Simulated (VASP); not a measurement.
VASP runs on Rb₂NiO₂ (space group I4/mmm) share one base input (LDA (Ceperley-Alder, Perdew-Zunger), plane waves, VASP's LDA PAW potentials (set 64)) and change the settings named in each case.

File KPOINTS:
```
Automatic mesh
0
Gamma
5 5 5
0 0 0
```

**INCAR**
```
! general
SYSTEM  = Rb2NiO2
PREC    = Accurate
ENCUT   = 400
LREAL   = .False.
LASPH   = .True.

! electronic loop
EDIFF   = 1E-6
NELM    = 100
ALGO    = Normal
LMAXMIX = 4

! smearing
ISMEAR  = -1
SIGMA   = 0.02

! spin
ISPIN   = 2

! ions
ISIF    = 2

! output
LWAVE   = .False.
LCHARG  = .False.
LORBIT  = 11
```

**POSCAR**
```
Rb2NiO2
1.0
 -2.0774400000   2.0774400000   6.5492450000
  2.0774400000  -2.0774400000   6.5492450000
  2.0774400000   2.0774400000  -6.5492450000
Rb Ni O
2 1 2
Cart
  0.0000000000  -0.0000000000   4.5589294445
 -0.0000000000   0.0000000000   8.5395605555
  0.0000000000   0.0000000000   0.0000000000
 -0.0000000000   0.0000000000  11.4089157749
  0.0000000000  -0.0000000000   1.6895742251
```

POTCAR, in this order: Rb_sv Ni O (LDA.64 set). Program: vasp_std. The INCAR's line for the spin-polarised start is left out here.

```
change                                                                                                                         E(σ→0) (eV/atom)  pressure (GPa)  largest force (eV/Å)
-----------------------------------------------------------------------------------------------------------------------------  ----------------  --------------  --------------------
base run                                                                                                                                -5.1178           -4.98                 0.438
GGA = PS, POTCAR Rb_sv Ni O (PBE.64 set)                                                                                                -4.8315           -2.68                 0.121
GGA_COMPAT = .FALSE., ISPIN removed, LNONCOLLINEAR = .TRUE., LSORBIT = .TRUE., another spin-polarised start, program vasp_ncl           -5.1313           -4.97                 0.434
KPOINTS 4×4×4 Γ-centred mesh                                                                                                            -5.1178           -4.97                 0.437
LDAU = .TRUE., LDAUJ = 0 0 0, LDAUL = -1 2 -1, LDAUTYPE = 2, LDAUU = 0 5.0 0                                                            -4.6800           -5.79                 0.942
```
 Energies of different potentials or functionals have different zeros.  The run has a spin-polarised start. At 400 eV the pressure can carry a Pulay error.

Left out are runs that ran out of time, are held back, or changed the cell or the kind of run, fixed moments of cells without a moment, rows past the twelfth, gaps on odd meshes, pressures of charged cells and columns that move by less than the noise.

The structure comes from a computed database's Rb2NiO2 entry; how it stands against other phases isn't given here. The cell was not relaxed at this level, forces remain on its atoms.
